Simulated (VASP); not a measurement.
Given:

```yaml
crystal:
  lattice:
    - [0.00000, 3.01372, 3.01372]
    - [3.01372, 0.00000, 3.01372]
    - [3.01372, 3.01372, 0.00000]
  atoms:
    - { symbol: W, position: [0.00000, 0.00000, 0.00000] }
    - { symbol: S, position: [0.25000, 0.25000, 0.25000] }
    - { symbol: S, position: [0.75000, 0.75000, 0.75000] }
```

All values below come from PBE GGA, VASP's PBE PAW potentials (set 64) (plane waves; VASP 6.6.1). Run with 300 eV cut-off, 8×8×8 Γ-centred mesh, Gaussian smearing of 0.27 eV, potentials W_sv S.

At this cut-off the stress carries a Pulay error, which pulls relaxed volumes low.

Question: Give the stress tensor in GPa (positive for a compressed cell).

Answer: 
```
-9.75   0.00   0.00
 0.00  -9.75   0.00
 0.00   0.00  -9.75
```
The pressure is its mean diagonal, -9.75 GPa.

The structure was generated: WS2 was put into an ordered model structure, which need not be its known phase. The cell was not relaxed at this level.
